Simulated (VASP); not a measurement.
Given:

```xyz
3
Lattice="2.0648 -3.5764 0.0000 2.0648 3.5764 0.0000 0.0000 0.0000 6.8937" Properties=species:S:1:pos:R:3 pbc="T T T"
Mg     2.0648    -3.5764     0.0000
I      2.0648     1.1921     1.6667
I      2.0648    -1.1921     5.2270
```

All values below come from r2SCAN+rVV10, VASP's PBE PAW potentials (set 64) (plane waves; VASP). Settings: 520 eV cut-off, 6×6×3 Γ-centred mesh, Gaussian smearing of 0.050 eV, potentials Mg I.

The ions, cell shape and volume are relaxed. Predict the relaxed structure.

```xyz
3
Lattice="2.0761 -3.5959 0.0000 2.0761 3.5959 0.0000 0.0000 0.0000 6.8953" Properties=species:S:1:pos:R:3 pbc="T T T"
Mg     0.0000     0.0000     6.8953
I      2.0761     1.1986     1.6705
I      2.0761    -1.1986     5.2247
```
Space group P-3m1 (164), at a tolerance of 0.03 Å.

How do energy and volume change from the first to the last step?

The energy (σ→0) changes by -0.6 meV/atom and the volume by +1.1 %, in 4 ionic steps.

```csv
step,E(σ→0) (eV),max force (eV/Å),pressure (GPa),volume (Å³)
1,-56.3677,0.038,0.19,101.81
2,-56.3692,0.014,0.19,102.42
3,-56.3672,0.080,-0.46,104.23
4,-56.3696,0.014,0.00,102.95
```

The compound is MgI2 in the 1T layered structure. This run relaxes it. Symmetry was kept, so distortions that lower it aren't found.
